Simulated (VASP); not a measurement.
All values below come from PBE GGA, VASP's PBE PAW potentials (set 64) (plane waves; VASP).

The input files of a VASP run:

### INCAR
```
SYSTEM = AuZn
PREC = Accurate
ENCUT = 500
EDIFF = 1E-6
NELM = 100
ALGO = Normal
LREAL = .FALSE.
LASPH = .TRUE.
ISMEAR = 1
SIGMA = 0.1
GGA = PE
LMAXMIX = 6
LWAVE = .FALSE.
LCHARG = .FALSE.
IBRION = 2
ISIF = 3
NSW = 40
EDIFFG = -0.02
```

### KPOINTS
```
Automatic mesh
0
Gamma
11 11 11
0 0 0
```

**POSCAR**
```
AuZn
1.0
  3.1830936758   0.0000000000   0.0000000000
  0.0000000000   3.1830936758   0.0000000000
  0.0000000000   0.0000000000   3.1830936758
Zn Au
1 1
Direct
  0.5000000000   0.5000000000   0.5000000000
  0.0000000000   0.0000000000   0.0000000000
```

POTCAR, in this order: Zn Au (PBE.64 set). Program: vasp_std.

**Question.** What will the output report for the number of irreducible k-points (NKPTS), largest plane-wave count, number of space-group operations, FFT grid (NGX, NGY, NGZ)?

**Answer.** 
```
Item                                           Value
--------------------------------------  ------------
number of irreducible k-points (NKPTS)            56
largest plane-wave count                         840
number of space-group operations                  48
FFT grid (NGX, NGY, NGZ)                24 × 24 × 24
```

The compound is AuZn in the CsCl type structure. This run relaxes it. Symmetry was kept, so distortions that lower it aren't found. The electron count is odd and the run is not spin-polarised, which forces a metal.
